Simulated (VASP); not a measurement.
Level of theory: PBEsol GGA, VASP's PBE PAW potentials (set 64) (plane waves; VASP).

VASP ran on this input.

### POSCAR
```
ZrPbO3
1
    4.1166504148     0.0000000000     0.0000000000
    0.0000000000     2.9272624601     3.0127087038
    0.0000000000    -2.9272624601     3.0127087038
Zr Pb O
1 1 3
Direct
  0.5000000000   0.5076981627   0.5076981627
  0.0000000000   0.9479790004   0.9479790004
  0.5000000000   0.0295354503   0.5630599784
  0.5000000000   0.5630599784   0.0295354503
  0.0000000000   0.5587174082   0.5587174082
```

**INCAR**
```
PREC = Accurate
EDIFF = 1E-6   # SCF stop (eV)
SYSTEM = ZrPbO3
ISIF = 3   # ions, shape and volume
LREAL = .FALSE.
SIGMA = 0.05   # width (eV)
ALGO = Normal   # blocked Davidson
ISMEAR = 0
LMAXMIX = 4   # l cut-off of mixed one-centre charges
LWAVE = .FALSE.
NELM = 100
LCHARG = .FALSE.
EDIFFG = -0.02   # ionic stop
GGA = PS
NSW = 60   # most ionic steps
LASPH = .TRUE.   # aspherical one-centre terms
ENCUT = 520   # plane-wave cut-off (eV)
IBRION = 2
```

File KPOINTS:
```
Automatic mesh
0
Gamma
5 5 5
0 0 0
```

POTCAR, in this order: Zr_sv Pb_d O (PBE.64 set). Program: vasp_std.

What VASP printed:

OSZICAR:
```
       N       E                     dE             d eps       ncg     rms          rms(c)
DAV:   1     0.536553850986E+03    0.53655E+03   -0.22513E+04  1404   0.191E+03
DAV:   2     0.137286842657E+02   -0.52283E+03   -0.50997E+03  1610   0.522E+02
DAV:   3    -0.449685944678E+02   -0.58697E+02   -0.57611E+02  1924   0.177E+02
DAV:   4    -0.486403960451E+02   -0.36718E+01   -0.36662E+01  2372   0.363E+01
DAV:   5    -0.487533006200E+02   -0.11290E+00   -0.11287E+00  1916   0.513E+00    0.305E+01
DAV:   6    -0.414845252903E+02    0.72688E+01   -0.47521E+01  2028   0.475E+01    0.132E+01
DAV:   7    -0.413683269325E+02    0.11620E+00   -0.37073E+00  1788   0.121E+01    0.843E+00
DAV:   8    -0.413283268299E+02    0.40000E-01   -0.47073E-01  2060   0.572E+00    0.104E+00
DAV:   9    -0.413173459535E+02    0.10981E-01   -0.10035E-01  2244   0.250E+00    0.404E-01
DAV:  10    -0.413183922659E+02   -0.10463E-02   -0.10783E-02  1784   0.780E-01    0.294E-01
DAV:  11    -0.413183435373E+02    0.48729E-04   -0.17260E-03  2052   0.400E-01    0.288E-02
DAV:  12    -0.413183568032E+02   -0.13266E-04   -0.18813E-04  1998   0.131E-01    0.274E-02
DAV:  13    -0.413183526163E+02    0.41869E-05   -0.40317E-05  2054   0.563E-02    0.846E-03
DAV:  14    -0.413183539293E+02   -0.13130E-05   -0.75567E-06  1576   0.202E-02    0.426E-03
DAV:  15    -0.413183537987E+02    0.13063E-06   -0.91969E-07  1024   0.149E-02
   1 F= -.41318354E+02 E0= -.41318354E+02  d E =-.413184E+02
       N       E                     dE             d eps       ncg     rms          rms(c)
DAV:   1    -0.413211777536E+02   -0.28238E-02   -0.20884E-01  1842   0.434E+00    0.447E-01
DAV:   2    -0.413193236465E+02    0.18541E-02   -0.76143E-03  2246   0.909E-01    0.177E-01
DAV:   3    -0.413188635037E+02    0.46014E-03   -0.12056E-03  1856   0.535E-01    0.426E-02
DAV:   4    -0.413188608724E+02    0.26313E-05   -0.26681E-04  2504   0.110E-01    0.331E-02
DAV:   5    -0.413188666260E+02   -0.57537E-05   -0.16052E-05  2026   0.375E-02    0.116E-02
DAV:   6    -0.413188693593E+02   -0.27333E-05   -0.93173E-06  2366   0.380E-02    0.259E-03
DAV:   7    -0.413188695685E+02   -0.20922E-06   -0.93657E-07   902   0.798E-03
   2 F= -.41318870E+02 E0= -.41318870E+02  d E =-.515770E-03
       N       E                     dE             d eps       ncg     rms          rms(c)
DAV:   1    -0.413201811129E+02   -0.13118E-02   -0.11441E-01  1840   0.322E+00    0.331E-01
DAV:   2    -0.413191669102E+02    0.10142E-02   -0.41564E-03  2244   0.676E-01    0.131E-01
DAV:   3    -0.413189144160E+02    0.25249E-03   -0.66460E-04  1830   0.398E-01    0.314E-02
DAV:   4    -0.413189137689E+02    0.64710E-06   -0.14552E-04  2534   0.809E-02    0.246E-02
DAV:   5    -0.413189175504E+02   -0.37815E-05   -0.87031E-06  1882   0.279E-02    0.847E-03
DAV:   6    -0.413189194433E+02   -0.18930E-05   -0.49762E-06  2016   0.276E-02    0.180E-03
DAV:   7    -0.413189196076E+02   -0.16430E-06   -0.58218E-07   836   0.680E-03
   3 F= -.41318920E+02 E0= -.41318920E+02  d E =-.565809E-03
       N       E                     dE             d eps       ncg     rms          rms(c)
DAV:   1    -0.413191522999E+02   -0.23286E-03   -0.53212E-02  1434   0.157E+00    0.750E-02
DAV:   2    -0.413191977685E+02   -0.45469E-04   -0.15713E-03  2180   0.350E-01    0.408E-02
DAV:   3    -0.413191539554E+02    0.43813E-04   -0.71504E-05  2256   0.867E-02    0.120E-02
DAV:   4    -0.413191508316E+02    0.31238E-05   -0.13335E-05  2210   0.313E-02    0.471E-03
DAV:   5    -0.413191506516E+02    0.18003E-06   -0.82112E-07  1090   0.749E-03
   4 F= -.41319151E+02 E0= -.41319151E+02  d E =-.231044E-03
       N       E                     dE             d eps       ncg     rms          rms(c)
DAV:   1    -0.413194927478E+02   -0.34192E-03   -0.47898E-01  1442   0.471E+00    0.224E-01
DAV:   2    -0.413198680384E+02   -0.37529E-03   -0.13725E-02  2184   0.104E+00    0.123E-01
DAV:   3    -0.413194709664E+02    0.39707E-03   -0.65296E-04  2280   0.266E-01    0.352E-02
DAV:   4    -0.413194458601E+02    0.25106E-04   -0.11929E-04  2174   0.934E-02    0.141E-02
DAV:   5    -0.413194451224E+02    0.73770E-06   -0.82811E-06  1708   0.217E-02
   5 F= -.41319445E+02 E0= -.41319445E+02  d E =-.525515E-03
       N       E                     dE             d eps       ncg     rms          rms(c)
DAV:   1    -0.413196856284E+02   -0.23977E-03   -0.11850E-02  1412   0.115E+00    0.124E-01
DAV:   2    -0.413195777204E+02    0.10791E-03   -0.55089E-04  2278   0.233E-01    0.520E-02
DAV:   3    -0.413195442217E+02    0.33499E-04   -0.79444E-05  1810   0.138E-01    0.110E-02
DAV:   4    -0.413195429921E+02    0.12296E-05   -0.20538E-05  2512   0.307E-02    0.831E-03
DAV:   5    -0.413195424709E+02    0.52122E-06   -0.66778E-07   914   0.863E-03
   6 F= -.41319542E+02 E0= -.41319542E+02  d E =-.973485E-04
       N       E                     dE             d eps       ncg     rms          rms(c)
DAV:   1    -0.413199119909E+02   -0.36900E-03   -0.27668E-02  1410   0.176E+00    0.188E-01
DAV:   2    -0.413196544648E+02    0.25753E-03   -0.12745E-03  2284   0.356E-01    0.788E-02
DAV:   3    -0.413195754717E+02    0.78993E-04   -0.18667E-04  1848   0.211E-01    0.166E-02
DAV:   4    -0.413195731672E+02    0.23044E-05   -0.47739E-05  2504   0.466E-02    0.128E-02
DAV:   5    -0.413195724565E+02    0.71076E-06   -0.18367E-06  1290   0.135E-02
   7 F= -.41319572E+02 E0= -.41319572E+02  d E =-.127334E-03
```

OUTCAR:
```
------------------------ aborting loop because EDIFF is reached ----------------------------------------
  FORCE on cell =-STRESS in cart. coord.  units (eV):
  Direction    XX          YY          ZZ          XY          YZ          ZX
  --------------------------------------------------------------------------------------
  Total       -0.0512289     -0.0846180     -0.0319343      0.0000000      0.0000000      0.0000000
  in kB       -1.1326195     -1.8708193     -0.7060348      0.0000000      0.0000000      0.0000000
  external PRESSURE =      -1.2364912 kB  Pullay stress =       0.0000000 kB
  volume of cell :       72.47
      direct lattice vectors                 reciprocal lattice vectors
     4.119001279  0.000000000  0.000000000     0.242777298  0.000000000  0.000000000
     0.000000000  2.932996231  2.999217030     0.000000000  0.170474137  0.166710176
     0.000000000 -2.932996231  2.999217030     0.000000000 -0.170474137  0.166710176
 POSITION                                       TOTAL-FORCE (eV/Angst)
 -----------------------------------------------------------------------------------
      2.05950      0.00000      3.04729         0.000000      0.000000     -0.006588
      0.00000      0.00000      5.69996         0.000000      0.000000      0.008301
      2.05950     -1.56298      1.77273         0.000000      0.001087     -0.000109
      2.05950      1.56298      1.77273         0.000000     -0.001087     -0.000109
      0.00000      0.00000      3.34515         0.000000      0.000000     -0.001495
 -----------------------------------------------------------------------------------
    total drift:                                0.000000     -0.000001     -0.000524
  FREE ENERGIE OF THE ION-ELECTRON SYSTEM (eV)
  ---------------------------------------------------
  free  energy   TOTEN  =       -41.3195724565 eV

  energy  without entropy=      -41.3195724565  energy(sigma->0) =      -41.31957246

 reached required accuracy - stopping structural energy minimisation
```
(Selected blocks of OUTCAR.)

File CONTCAR:
```
ZrPbO3
   1.00000000000000
     4.1190012786382963    0.0000000000000000    0.0000000000000000
     0.0000000000000000    2.9329962313807396    2.9992170296375256
     0.0000000000000000   -2.9329962313807396    2.9992170296375256
  Zr              Pb              O
     1     1     3
Direct
     0.5000000000000000    0.5080142407756838    0.5080142407756838
     0.0000000000000000    0.9502414563117804    0.9502414563117804
     0.5000000000000000    0.0290845920354035    0.5619785917124114
     0.5000000000000000    0.5619785917124114    0.0290845920354035
     0.0000000000000000    0.5576711191647242    0.5576711191647242
```

The structure comes from a computed database's ZrPbO3 entry (Amm2); how it stands against other phases isn't given here. This run relaxes it. Symmetry was kept, so distortions that lower it aren't found. The start is the result of an earlier pass.
